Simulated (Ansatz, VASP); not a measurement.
## As3Se2: VASP beside Ansatz

The input INCAR:

```
SYSTEM = As3Se2
ALGO     = Normal         ! electronic algorithm
EDIFF    = 1E-7           ! SCF threshold, eV
ENCUT    = 520            ! plane-wave cutoff, eV
GGA      = PE             ! functional
ISIF     = 2              ! what is computed and relaxed
ISMEAR   = 0              ! smearing method
LASPH    = .TRUE.         ! aspherical terms in the spheres
LCHARG   = .FALSE.        ! write CHGCAR
LREAL    = .FALSE.        ! projectors in reciprocal space
LWAVE    = .FALSE.        ! write WAVECAR
NBANDS   = 22             ! bands
NELM     = 100            ! most SCF steps
PREC     = Accurate       ! precision mode
SIGMA    = 0.1            ! smearing width, eV
```

The input KPOINTS:

```
k-points
0
G
  4 4 4
  0 0 0
```

The input POSCAR:

```
As3Se2
1.0
    2.9865833600     -2.9055975300      0.0000000000
    2.9865833600      2.9055975300      0.0000000000
   -1.5171794200      0.0000000000      5.9759860700
As Se
3 2
Direct
    0.2988999900      0.2988999900      0.2614999900
    0.7011000100      0.7011000100      0.7385000100
    0.5000000000      0.5000000000      0.5000000000
    0.8087000100      0.8087000100      0.2011000000
    0.1912999900      0.1912999900      0.7989000000
```

Input for Ansatz:

```yaml
crystal:
  lattice:
    - [2.98658336, -2.90559753, 0.0]
    - [2.98658336, 2.90559753, 0.0]
    - [-1.51717942, 0.0, 5.97598607]
  atoms:
    - { symbol: As, position: [0.29889999, 0.29889999, 0.26149999] }
    - { symbol: As, position: [0.70110001, 0.70110001, 0.73850001] }
    - { symbol: As, position: [0.5, 0.5, 0.5] }
    - { symbol: Se, position: [0.80870001, 0.80870001, 0.2011] }
    - { symbol: Se, position: [0.19129999, 0.19129999, 0.7989] }
basis:
  ecutwfc: 420
kpoints:
  mp_grid: { grid: [4, 4, 4] }
hamiltonian:
  xc: pbe
scf:
  occupations: { method: gaussian, width: 0.1 }
  lower_state_search: "off"
output:
  forces: true
  stress: true
  eigenvalues: true
```

Change from the starting cell: species swapped into the Mg2C3 type (C2/m, No. 12).

Alike in both runs: task single point; functional PBE; k mesh 4 × 4 × 4; occupations gaussian, width 0.1 eV; no spin polarisation.

```csv
,VASP,Ansatz
version,VASP 6.6.1,Ansatz 0.2.0
potentials or method,"VASP PAW PBE potentials, release 64 (As, Se)","scalar-relativistic, plane waves, PAW"
plane-wave cutoff (eV),520,420
valence electrons in the cell,27,77
```

```tsv
	VASP	Ansatz	Ansatz less VASP
gap on the k mesh at the Fermi level (eV)	none	none	-
rms of the force components (eV/Å)	13.507	12.824	-0.6827
```

Atom by atom the forces differ by 0.683 eV/Å (rms over components). A gap of «none» marks a metal or a gap that the smearing closes. With one functional, cell and mesh, what is left measures potentials, basis and numerics. The two sets of potentials don't hold the same shells in valence.

Caveats: the k mesh is coarse (spacing up to 0.38 Å⁻¹), so the values aren't converged; forces of over 1 eV/Å show positions far from the minimum, so gaps and moduli don't describe the material at rest.
